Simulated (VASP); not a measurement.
Output of a VASP run:

File OUTCAR:
```
 ion  position               nearest neighbor table
   1  0.222  0.111  0.250-  37 1.95  50 1.97  38 1.98  46 1.98  16 3.20  17 3.21   2 3.24   4 3.24
                            14 3.24  12 3.24  10 3.24   5 3.25   9 3.25  25 3.25  33 3.25  13 3.25
   2  0.111  0.222  0.000-  39 1.98  43 1.98  62 1.98  38 1.99   1 3.24   3 3.24   5 3.24   7 3.24
                            25 3.24  27 3.24  14 3.25  26 3.25  10 3.25  34 3.25  18 3.25   6 3.25
   3  0.222  0.111  0.750-  40 1.98  48 1.98  39 1.99  52 2.00   2 3.24   4 3.24  14 3.24  12 3.24
                            10 3.24   7 3.25  11 3.25  27 3.25  35 3.25  19 3.25  15 3.25  16 3.25
   4  0.111  0.222  0.500-  37 1.96  60 1.98  40 1.99  41 2.00  20 3.20  16 3.23   1 3.24   3 3.24
                             5 3.24   7 3.24  25 3.24  27 3.24  12 3.25  28 3.25  36 3.25   8 3.25
   5  0.222  0.444  0.250-  41 1.95  53 1.97  38 1.98  42 1.98   2 3.24   4 3.24  18 3.24   8 3.24
                             6 3.24  20 3.24   1 3.25  29 3.25  25 3.25   9 3.25  21 3.25  17 3.27
   6  0.111  0.556  0.000-  47 1.98  66 1.98  43 1.98  42 1.99   9 3.24  11 3.24  29 3.24  31 3.24
                             5 3.24   7 3.24  10 3.25  18 3.25  30 3.25  22 3.25  26 3.25   2 3.25
   7  0.222  0.444  0.750-  40 1.98  44 1.98  43 1.99  55 2.02  20 3.18   4 3.24   2 3.24  18 3.24
                             6 3.24   8 3.24   3 3.25  31 3.25  27 3.25  19 3.25  11 3.25  23 3.25
   8  0.111  0.556  0.500-  41 1.96  45 1.98  44 1.99  64 1.99  20 3.22  11 3.24   9 3.24  29 3.24
                            31 3.24   7 3.24   5 3.24  12 3.25  24 3.25  28 3.25   4 3.25  32 3.25
   9  0.222  0.778  0.250-  46 1.98  42 1.98  57 1.98  45 1.99  10 3.24  12 3.24   6 3.24   8 3.24
                            22 3.24  24 3.24   1 3.25  33 3.25  29 3.25  13 3.25   5 3.25  21 3.25
  10  0.111  0.889  0.000-  47 1.98  39 1.98  70 1.98  46 1.99   9 3.24  11 3.24   1 3.24   3 3.24
                            33 3.24  35 3.24   6 3.25  22 3.25  34 3.25   2 3.25  30 3.25  14 3.25
  11  0.222  0.778  0.750-  48 1.98  44 1.98  59 1.98  47 1.99  10 3.24  12 3.24   6 3.24   8 3.24
                            22 3.24  24 3.24   3 3.25  35 3.25  31 3.25  15 3.25  23 3.25   7 3.25
  12  0.111  0.889  0.500-  45 1.98  48 1.99  68 2.02  37 2.04  16 3.22  11 3.24   9 3.24   3 3.24
                             1 3.24  33 3.24  35 3.24   8 3.25  24 3.25   4 3.25  36 3.25  32 3.26
  13  0.556  0.111  0.250-  50 1.95  49 1.95  61 1.98  57 1.98  17 3.19  16 3.21  26 3.24  28 3.24
                            22 3.24  24 3.24  14 3.24  25 3.25  21 3.25  29 3.25   9 3.25   1 3.25
  14  0.444  0.222  0.000-  39 1.98  54 1.98  51 1.98  50 1.99  17 3.18   3 3.24   1 3.24  19 3.24
                            13 3.24  15 3.24   2 3.25  22 3.25  10 3.25  18 3.25  26 3.25  30 3.25
  15  0.556  0.111  0.750-  63 1.98  59 1.98  51 1.99  52 2.00  26 3.24  28 3.24  22 3.24  24 3.24
                            14 3.24  27 3.25  19 3.25  23 3.25  31 3.25  11 3.25   3 3.25  16 3.26
  16  0.442  0.220  0.497-  49 1.95  37 1.96  52 2.03   1 3.20  13 3.21  17 3.22  12 3.22  20 3.23
                             4 3.23  24 3.24  32 3.25   3 3.25  28 3.26  15 3.26  19 3.27
  17  0.555  0.438  0.246-  53 1.96  50 1.97  65 2.03  14 3.18  13 3.19  30 3.21   1 3.21  16 3.22
                            29 3.23  18 3.23   5 3.27  33 3.28  32 3.30  21 3.30  20 3.32
  18  0.444  0.556  0.000-  43 1.98  58 1.98  54 1.98  53 2.04  17 3.23   7 3.24   5 3.24  21 3.24
                            23 3.24  19 3.24  22 3.25   6 3.25   2 3.25  34 3.25  30 3.25  14 3.25
  19  0.556  0.444  0.750-  67 1.93  55 1.94  52 1.95  54 1.99  32 3.20  20 3.20  30 3.24  14 3.24
                            18 3.24  31 3.25  15 3.25   3 3.25  35 3.25   7 3.25  23 3.25  16 3.27
  20  0.440  0.550  0.503-  55 1.95  41 2.01  56 2.07   7 3.18   4 3.20  19 3.20   8 3.22  16 3.23
                            23 3.23   5 3.24  32 3.26  24 3.28  21 3.29  36 3.30  17 3.32
  21  0.556  0.778  0.250-  56 1.96  69 1.98  57 1.98  53 2.00  34 3.24  36 3.24  18 3.24  22 3.24
                            24 3.24  33 3.25  13 3.25  25 3.25   9 3.25   5 3.25  20 3.29  17 3.30
  22  0.444  0.889  0.000-  47 1.98  51 1.98  58 1.98  57 1.99   9 3.24  11 3.24  13 3.24  15 3.24
                            21 3.24  23 3.24  10 3.25  18 3.25  14 3.25   6 3.25  26 3.25  34 3.25
  23  0.556  0.778  0.750-  71 1.98  59 1.98  55 1.99  58 1.99  20 3.23  34 3.24  36 3.24  18 3.24
                            22 3.24  24 3.24  35 3.25  15 3.25  27 3.25  19 3.25  11 3.25   7 3.25
  24  0.444  0.889  0.500-  45 1.98  59 1.99  56 2.02  49 2.04  16 3.24  11 3.24   9 3.24  15 3.24
                            13 3.24  21 3.24  23 3.24  12 3.25   8 3.25  28 3.25  36 3.25  20 3.28
  25  0.889  0.111  0.250-  61 1.98  38 1.98  69 1.98  60 1.99  26 3.24  28 3.24   2 3.24   4 3.24
                            34 3.24  36 3.24  13 3.25  29 3.25   1 3.25  33 3.25   5 3.25  21 3.25
  26  0.778  0.222  0.000-  62 1.98  51 1.98  66 1.98  61 1.99  25 3.24  27 3.24  13 3.24  15 3.24
                            29 3.24  31 3.24   2 3.25  34 3.25  22 3.25   6 3.25  14 3.25  30 3.25
  27  0.889  0.111  0.750-  63 1.98  40 1.98  71 1.98  62 1.99  26 3.24  28 3.24   2 3.24   4 3.24
                            34 3.24  36 3.24  15 3.25  31 3.25  35 3.25   3 3.25   7 3.25  23 3.25
  28  0.778  0.222  0.500-  64 1.96  49 1.98  60 1.98  63 1.99  32 3.24  27 3.24  25 3.24  15 3.24
                            29 3.24  31 3.24  13 3.24   4 3.25  36 3.25   8 3.25  24 3.25  16 3.26
  29  0.889  0.444  0.250-  65 1.94  64 1.95  61 1.98  42 1.98  17 3.23  26 3.24  28 3.24   8 3.24
                             6 3.24  30 3.24  25 3.25   5 3.25  13 3.25   9 3.25  33 3.25  32 3.27
  30  0.778  0.556  0.000-  70 1.98  54 1.98  66 1.98  65 1.99  17 3.21  33 3.24  35 3.24  19 3.24
                            29 3.24  31 3.24  34 3.25   6 3.25  10 3.25  26 3.25  18 3.25  14 3.25
  31  0.889  0.444  0.750-  67 1.98  63 1.98  44 1.98  66 1.99  32 3.20  28 3.24  26 3.24   8 3.24
                             6 3.24  30 3.24  27 3.25  19 3.25   7 3.25  15 3.25  11 3.25  35 3.25
  32  0.776  0.554  0.504-  67 1.99  68 1.99  64 2.05  19 3.20  31 3.20  35 3.21  28 3.24  16 3.25
                             8 3.25  36 3.26  20 3.26  12 3.26  29 3.27  33 3.28  17 3.30
  33  0.889  0.778  0.250-  65 1.97  69 1.98  46 1.98  68 1.99  34 3.24  36 3.24  30 3.24  12 3.24
                            10 3.24  21 3.25  25 3.25   9 3.25   1 3.25  29 3.25  32 3.28  17 3.28
  34  0.778  0.889  0.000-  70 1.98  58 1.98  62 1.98  69 1.99  33 3.24  35 3.24  21 3.24  23 3.24
                            25 3.24  27 3.24  30 3.25  10 3.25  26 3.25   2 3.25  18 3.25  22 3.25
  35  0.889  0.778  0.750-  71 1.98  48 1.98  70 1.99  67 2.01  32 3.21  34 3.24  36 3.24  30 3.24
                            10 3.24  12 3.24  23 3.25  11 3.25  27 3.25   3 3.25  19 3.25  31 3.25
  36  0.778  0.889  0.500-  56 1.95  68 1.97  60 1.98  71 1.99  33 3.24  35 3.24  21 3.24  23 3.24
                            25 3.24  27 3.24  12 3.25  28 3.25   4 3.25  24 3.25  32 3.26  20 3.30
  37  0.224  0.117  0.434-   1 1.95  16 1.96   4 1.96  12 2.04
  38  0.111  0.222  0.188-   1 1.98   5 1.98  25 1.98   2 1.99
  39  0.222  0.111  0.938-   2 1.98  14 1.98  10 1.98   3 1.99
  40  0.111  0.222  0.688-   3 1.98   7 1.98  27 1.98   4 1.99
  41  0.217  0.445  0.435-   5 1.95   8 1.96   4 2.00  20 2.01
  42  0.111  0.556  0.188-   9 1.98  29 1.98   5 1.98   6 1.99
  43  0.222  0.444  0.938-   2 1.98  18 1.98   6 1.98   7 1.99
...
```

**OSZICAR**
```
...
RMM:   2    -0.422582220082E+03   -0.51312E-04   -0.63522E-04   712   0.564E-02    0.160E-02
RMM:   3    -0.422582226084E+03   -0.60021E-05   -0.10417E-04   659   0.210E-02    0.113E-02
RMM:   4    -0.422582223655E+03    0.24285E-05   -0.16010E-05   431   0.909E-03
  20 F= -.42258222E+03 E0= -.42258222E+03  d E =-.503474E-04  mag=     1.0000
       N       E                     dE             d eps       ncg     rms          rms(c)
DAV:   1    -0.422582249217E+03   -0.23134E-04   -0.36761E-03   720   0.157E-01    0.113E-02
RMM:   2    -0.422582254476E+03   -0.52582E-05   -0.65367E-05   583   0.180E-02    0.502E-03
RMM:   3    -0.422582254783E+03   -0.30692E-06   -0.83113E-06   393   0.650E-03    0.324E-03
RMM:   4    -0.422582254566E+03    0.21666E-06   -0.15003E-06   328   0.280E-03
  21 F= -.42258225E+03 E0= -.42258225E+03  d E =-.812579E-04  mag=     1.0000
       N       E                     dE             d eps       ncg     rms          rms(c)
DAV:   1    -0.422582301478E+03   -0.46695E-04   -0.21765E-02   720   0.383E-01    0.282E-02
RMM:   2    -0.422582332322E+03   -0.30845E-04   -0.39814E-04   713   0.454E-02    0.129E-02
RMM:   3    -0.422582335864E+03   -0.35420E-05   -0.65879E-05   602   0.170E-02    0.907E-03
RMM:   4    -0.422582334237E+03    0.16275E-05   -0.11284E-05   429   0.759E-03
  22 F= -.42258233E+03 E0= -.42258233E+03  d E =-.796708E-04  mag=     1.0000
       N       E                     dE             d eps       ncg     rms          rms(c)
DAV:   1    -0.422582345887E+03   -0.10022E-04   -0.18198E-03   752   0.111E-01    0.780E-03
RMM:   2    -0.422582348320E+03   -0.24338E-05   -0.31080E-05   472   0.126E-02    0.361E-03
RMM:   3    -0.422582348440E+03   -0.11952E-06   -0.37953E-06   369   0.460E-03    0.227E-03
RMM:   4    -0.422582348311E+03    0.12842E-06   -0.55588E-07   243   0.201E-03
  23 F= -.42258235E+03 E0= -.42258235E+03  d E =-.937456E-04  mag=     1.0000
       N       E                     dE             d eps       ncg     rms          rms(c)
DAV:   1    -0.422582381905E+03   -0.33465E-04   -0.14214E-02   720   0.309E-01    0.224E-02
RMM:   2    -0.422582401300E+03   -0.19395E-04   -0.25455E-04   712   0.364E-02    0.105E-02
RMM:   3    -0.422582403345E+03   -0.20446E-05   -0.41110E-05   535   0.137E-02    0.722E-03
RMM:   4    -0.422582402358E+03    0.98664E-06   -0.74145E-06   428   0.613E-03
  24 F= -.42258240E+03 E0= -.42258240E+03  d E =-.540467E-04  mag=     1.0000
       N       E                     dE             d eps       ncg     rms          rms(c)
DAV:   1    -0.422582406773E+03   -0.34279E-05   -0.57550E-04   768   0.625E-02    0.429E-03
RMM:   2    -0.422582407519E+03   -0.74677E-06   -0.96957E-06   385   0.705E-03    0.206E-03
RMM:   3    -0.422582407526E+03   -0.70686E-08   -0.81235E-07   261   0.242E-03    0.128E-03
RMM:   4    -0.422582407466E+03    0.60159E-07   -0.17757E-07   139   0.156E-03
  25 F= -.42258241E+03 E0= -.42258241E+03  d E =-.591549E-04  mag=     1.0000
       N       E                     dE             d eps       ncg     rms          rms(c)
DAV:   1    -0.422582463922E+03   -0.56396E-04   -0.10852E-02   720   0.270E-01    0.189E-02
RMM:   2    -0.422582478381E+03   -0.14459E-04   -0.18496E-04   712   0.308E-02    0.854E-03
RMM:   3    -0.422582480095E+03   -0.17141E-05   -0.29571E-05   505   0.117E-02    0.582E-03
RMM:   4    -0.422582479570E+03    0.52478E-06   -0.52859E-06   428   0.513E-03
  26 F= -.42258248E+03 E0= -.42258248E+03  d E =-.721036E-04  mag=     1.0000
```

OUTCAR:
```
------------------------ aborting loop because EDIFF is reached ----------------------------------------
  FORCE on cell =-STRESS in cart. coord.  units (eV):
  Direction    XX          YY          ZZ          XY          YZ          ZX
  --------------------------------------------------------------------------------------
  Total       -5.3452599     -4.9291110    -10.7902001     -0.0410469     -0.0078244      0.0074536
  in kB       -9.8814316     -9.1121243    -19.9471357     -0.0758807     -0.0144645      0.0137789
  external PRESSURE =     -12.9802306 kB  Pullay stress =       0.0000000 kB
  volume of cell :      866.68
      direct lattice vectors                 reciprocal lattice vectors
     4.868317893 -8.432173817  0.000000000     0.102704879 -0.059296690  0.000000000
     4.868317893  8.432173817  0.000000000     0.102704879  0.059296690  0.000000000
     0.000000000  0.000000000 10.556283981     0.000000000  0.000000000  0.094730305
  FREE ENERGIE OF THE ION-ELECTRON SYSTEM (eV)
  ---------------------------------------------------
  free  energy   TOTEN  =      -422.5824795699 eV

  energy  without entropy=     -422.5824795699  energy(sigma->0) =     -422.58247957

 total charge

# of ion       s       p       d       tot
------------------------------------------
    1        0.994   1.343   0.358   2.696
    2        0.993   1.340   0.356   2.690
    3        0.994   1.336   0.354   2.685
    4        0.994   1.341   0.357   2.692
    5        0.994   1.343   0.358   2.696
    6        0.993   1.340   0.356   2.690
    7        0.994   1.337   0.355   2.686
    8        0.999   1.324   0.346   2.669
    9        0.994   1.341   0.357   2.692
   10        0.993   1.340   0.356   2.690
   11        0.994   1.342   0.357   2.694
   12        0.999   1.323   0.345   2.668
   13        0.994   1.344   0.358   2.697
   14        0.994   1.340   0.357   2.691
   15        0.994   1.336   0.354   2.685
   16        1.028   1.210   0.274   2.512
   17        1.019   1.238   0.299   2.555
   18        0.994   1.340   0.357   2.691
   19        0.998   1.341   0.359   2.697
   20        1.029   1.213   0.275   2.517
   21        0.994   1.343   0.358   2.696
   22        0.993   1.341   0.356   2.690
   23        0.994   1.337   0.355   2.686
   24        0.999   1.324   0.346   2.669
   25        0.994   1.343   0.357   2.694
   26        0.993   1.340   0.356   2.690
   27        0.994   1.347   0.358   2.699
   28        0.994   1.342   0.357   2.693
   29        0.994   1.344   0.358   2.696
   30        0.994   1.340   0.357   2.691
   31        0.994   1.337   0.354   2.685
   32        1.028   1.212   0.275   2.514
   33        0.994   1.344   0.358   2.696
   34        0.993   1.340   0.356   2.689
   35        0.994   1.336   0.354   2.685
   36        0.994   1.341   0.357   2.692
   37        1.247   2.422   0.000   3.668
   38        1.239   2.447   0.000   3.687
   39        1.240   2.444   0.000   3.684
   40        1.239   2.448   0.000   3.687
   41        1.247   2.422   0.000   3.669
   42        1.240   2.445   0.000   3.685
   43        1.240   2.445   0.000   3.684
   44        1.240   2.445   0.000   3.685
   45        1.240   2.444   0.000   3.685
   46        1.240   2.445   0.000   3.685
   47        1.239   2.448   0.000   3.687
   48        1.240   2.445   0.000   3.685
...
```
(Selected blocks of OUTCAR.)

### POSCAR
```
Ga36N35
1
    4.8683178927    -8.4321738171     0.0000000000
    4.8683178927     8.4321738171     0.0000000000
    0.0000000000     0.0000000000    10.5562839806
Ga N
36 35
Direct
  0.2222220000   0.1111110000   0.2500000000
  0.1111110000   0.2222220000   0.0000000000
  0.2222220000   0.1111110000   0.7500000000
  0.1111110000   0.2222220000   0.5000000000
  0.2222220000   0.4444440000   0.2500000000
  0.1111110000   0.5555560000   0.0000000000
  0.2222220000   0.4444440000   0.7500000000
  0.1111110000   0.5555560000   0.5000000000
  0.2222220000   0.7777780000   0.2500000000
  0.1111110000   0.8888890000   0.0000000000
  0.2222220000   0.7777780000   0.7500000000
  0.1111110000   0.8888890000   0.5000000000
  0.5555560000   0.1111110000   0.2500000000
  0.4444440000   0.2222220000   0.0000000000
  0.5555560000   0.1111110000   0.7500000000
  0.4421790000   0.2200230000   0.4968720000
  0.5545870000   0.4384080000   0.2463480000
  0.4444440000   0.5555560000   0.0000000000
  0.5555560000   0.4444440000   0.7500000000
  0.4395550000   0.5501220000   0.5034650000
  0.5555560000   0.7777780000   0.2500000000
  0.4444440000   0.8888890000   0.0000000000
  0.5555560000   0.7777780000   0.7500000000
  0.4444440000   0.8888890000   0.5000000000
  0.8888890000   0.1111110000   0.2500000000
  0.7777780000   0.2222220000   0.0000000000
  0.8888890000   0.1111110000   0.7500000000
  0.7777780000   0.2222220000   0.5000000000
  0.8888890000   0.4444440000   0.2500000000
  0.7777780000   0.5555560000   0.0000000000
  0.8888890000   0.4444440000   0.7500000000
  0.7760360000   0.5537090000   0.5038200000
  0.8888890000   0.7777780000   0.2500000000
  0.7777780000   0.8888890000   0.0000000000
  0.8888890000   0.7777780000   0.7500000000
  0.7777780000   0.8888890000   0.5000000000
  0.2239110000   0.1170520000   0.4344490000
  0.1111110000   0.2222220000   0.1885000000
  0.2222220000   0.1111110000   0.9385000000
  0.1111110000   0.2222220000   0.6885000000
  0.2174900000   0.4446560000   0.4347650000
  0.1111110000   0.5555560000   0.1885000000
  0.2222220000   0.4444440000   0.9385000000
  0.1111110000   0.5555560000   0.6885000000
  0.2222220000   0.7777780000   0.4385000000
  0.1111110000   0.8888890000   0.1885000000
  0.2222220000   0.7777780000   0.9385000000
  0.1111110000   0.8888890000   0.6885000000
  0.5574610000   0.1172660000   0.4349410000
  0.4427000000   0.2158220000   0.1881800000
  0.5555560000   0.1111110000   0.9385000000
  0.4463350000   0.2261090000   0.6891220000
  0.4452980000   0.5516620000   0.1931410000
  0.5555560000   0.4444440000   0.9385000000
  0.4492170000   0.5551140000   0.6884760000
  0.5615610000   0.7803130000   0.4357970000
  0.4444440000   0.8888890000   0.1885000000
  0.5555560000   0.7777780000   0.9385000000
  0.4444440000   0.8888890000   0.6885000000
  0.8888890000   0.1111110000   0.4385000000
  0.7777780000   0.2222220000   0.1885000000
  0.8888890000   0.1111110000   0.9385000000
  0.7777780000   0.2222220000   0.6885000000
  0.8895540000   0.4395230000   0.4346840000
  0.7842390000   0.5568250000   0.1885870000
  0.8888890000   0.4444440000   0.9385000000
  0.7728730000   0.5509890000   0.6918460000
  0.8844340000   0.7747180000   0.4387610000
  0.7777780000   0.8888890000   0.1885000000
  0.8888890000   0.7777780000   0.9385000000
  0.7777780000   0.8888890000   0.6885000000
```

Problem. Write an INCAR and KPOINTS that could have produced this output.

Solution. This is not unique; one that fits is the input of the run itself, PBE GGA, plane waves, VASP's PBE PAW potentials (set 64).

### INCAR
```
SYSTEM = Ga36N35
PREC = Normal
ENCUT = 400
EDIFF = 1E-5
NELM = 100
ALGO = Fast
LREAL = Auto
LASPH = .TRUE.
ISMEAR = 0
SIGMA = 0.05
GGA = PE
LMAXMIX = 4
LWAVE = .TRUE.
LCHARG = .FALSE.
NELMIN = 4
ISYM = 0
ISPIN = 2
NUPDOWN = 1
MAGMOM = 71*0.0141
LORBIT = 10
IBRION = 2
ISIF = 2
NSW = 60
EDIFFG = -0.03
```

KPOINTS:
```
Regular mesh
0
gamma
 1 1 1
```

POTCAR, in this order: Ga N (PBE.64 set). Program: vasp_gam.

At this cut-off the stress carries a Pulay error, which pulls relaxed volumes low. The supercell is sampled at Γ alone, which is coarse: total energies, pressure and levels can be off, energies of defects by several tenths of an eV.

The cell is a supercell with a defect, built from GaN (wurtzite): vac_N.
